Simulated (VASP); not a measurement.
The input files of a VASP run:

### INCAR
```
SYSTEM = MgO
PREC = Accurate; ENCUT = 520; LREAL = F
LASPH = T
EDIFF = 1E-7; NELM = 100; ALGO = Normal
ISMEAR = 0; SIGMA = 0.05
GGA = MK; LUSE_VDW = T; AGGAC = 0.0
PARAM1 = 0.1234; PARAM2 = 1.0
ISIF = 2
LWAVE = F; LCHARG = F
```

KPOINTS:
```
kpoints
0
Gamma
11 11 11
0 0 0
```

### POSCAR
```
MgO
1
    0.0000000000     2.0674908655     2.0674908655
    2.0674908655     0.0000000000     2.0674908655
    2.0674908655     2.0674908655     0.0000000000
Mg O
1 1
Direct
  0.0000000000   0.0000000000   0.0000000000
  0.5000000000   0.5000000000   0.5000000000
```

POTCAR, in this order: Mg O (PBE.64 set). Program: vasp_std.

Problem. Write an equivalent input for Quantum ESPRESSO's pw.x.

Solution. One equivalent input (not run):
```
&CONTROL
  calculation = 'scf'
  pseudo_dir = './pseudo'
  outdir = './out'
  tprnfor = .true.
  tstress = .true.
/
&SYSTEM
  ibrav = 0
  nat = 2
  ntyp = 2
  ecutwfc = 84
  occupations = 'smearing'
  smearing = 'gaussian'
  degauss = 0.003675
  input_dft = 'vdw-df-ob86'
/
&ELECTRONS
  conv_thr = 7.3e-09
  electron_maxstep = 100
/
ATOMIC_SPECIES
  Mg 24.305 Mg.upf
  O 15.999 O.upf
CELL_PARAMETERS angstrom
     0.0000000    2.0674909    2.0674909
     2.0674909    0.0000000    2.0674909
     2.0674909    2.0674909    0.0000000
ATOMIC_POSITIONS crystal
  Mg   0.0000000  0.0000000  0.0000000
  O    0.5000000  0.5000000  0.5000000
K_POINTS automatic
  11 11 11 0 0 0
```
Limits of the translation: the potentials are each code's own (VASP's PAW set, PseudoDojo norm-conserving files in pw.x), so ENCUT and ecutwfc are chosen apart and not converted; conv_thr bounds pw.x's estimated SCF error, while EDIFF bounds the energy change between steps.

The compound is MgO in the rock salt structure. This cell is one point of a volume scan, at 0.94 of the reference volume.
